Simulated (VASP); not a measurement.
Given:

```yaml
crystal:
  lattice:
    - [3.54086, 0.00000, 0.00000]
    - [0.00000, 3.54086, 0.00000]
    - [0.00000, 0.00000, 3.54086]
  atoms:
    - { symbol: Al, position: [0.00000, 0.00000, 0.00000] }
    - { symbol: Ni, position: [0.00000, 0.50000, 0.50000], spin: 0.3 }
    - { symbol: Ni, position: [0.50000, 0.00000, 0.50000], spin: 0.3 }
    - { symbol: Ni, position: [0.50000, 0.50000, 0.00000], spin: 0.3 }
```

The numbers are results of SCAN meta-GGA, VASP's PBE PAW potentials (set 64) (plane waves; VASP 6.6.1), not measurements. Settings: 520 eV cut-off, 9×9×9 Γ-centred mesh, first-order Methfessel-Paxton smearing of 0.10 eV, potentials Al Ni.

Give the stress tensor in GPa (positive for a compressed cell).

```
-6.55   0.00   0.00
 0.00  -6.55   0.00
 0.00   0.00  -6.55
```
The pressure is its mean diagonal, -6.55 GPa.

The compound is Ni3Al in the L1_2 structure. This cell is one point of a volume scan, at 1.03 of the reference volume.
